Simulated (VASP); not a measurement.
Given:

```
CELL_PARAMETERS angstrom
      0.00000     3.18929     3.18929
      3.18929     0.00000     3.18929
      3.18929     3.18929     0.00000
ATOMIC_POSITIONS crystal
  K  0.00000 0.00000 0.00000
  Cl 0.50000 0.50000 0.50000
```

Computed with revTPSS meta-GGA, VASP's PBE PAW potentials (set 64) (plane waves; VASP 6.6.1). Run with 520 eV cut-off, 7×7×7 Γ-centred mesh, Gaussian smearing of 0.050 eV, potentials K_sv Cl.

What does the run give for the energy per atom (σ→0), band gap (on the k-mesh) with the smallest direct gap where there is one?

| Property | Result |
|---|---|
| band gap (on the k-mesh) | 5.47 eV |
| smallest direct gap (on the k-mesh) | 5.47 eV |
| energy per atom (σ→0) | -4.246 eV/atom |

The absolute energy has meaning only against runs of the same code, potentials and settings.

The compound is KCl in the rock salt structure. It was relaxed first. The start is the result of an earlier pass.
